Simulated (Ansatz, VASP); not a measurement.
## SrGa3 in VASP and in Ansatz

```
Sr Ga
1.0
     4.44389    0.00000    0.00000
     0.00000    4.44389    0.00000
     0.00000    0.00000    4.44389
Sr Ga
1 3
Cartesian
  0.0000 0.0000 0.0000
  0.0000 2.2219 2.2219
  2.2219 2.2219 0.0000
  2.2219 0.0000 2.2219
```

Alike in both runs: task single point; functional PBE; k mesh 8 × 8 × 8; occupations gaussian, width 0.05 eV; no spin polarisation.

```csv
,VASP,Ansatz
version,VASP 6.6.1,Ansatz 0.2.0
potentials or method,"VASP PAW PBE potentials, release 64 (Sr_sv, Ga_d)","scalar-relativistic, plane waves, PAW"
plane-wave cutoff (eV),520,420
valence electrons in the cell,49,49
```

Ansatz gave:

* gap on the k mesh at the Fermi level (eV): none
* pressure (GPa): 2.5

Task: Estimate VASP's values.

Result: gap on the k mesh at the Fermi level (eV): none; pressure (GPa): 2.7.

A gap of «none» marks a metal or a gap that the smearing closes. The functional is the same, so the differences come from potentials, cutoffs and numerics.
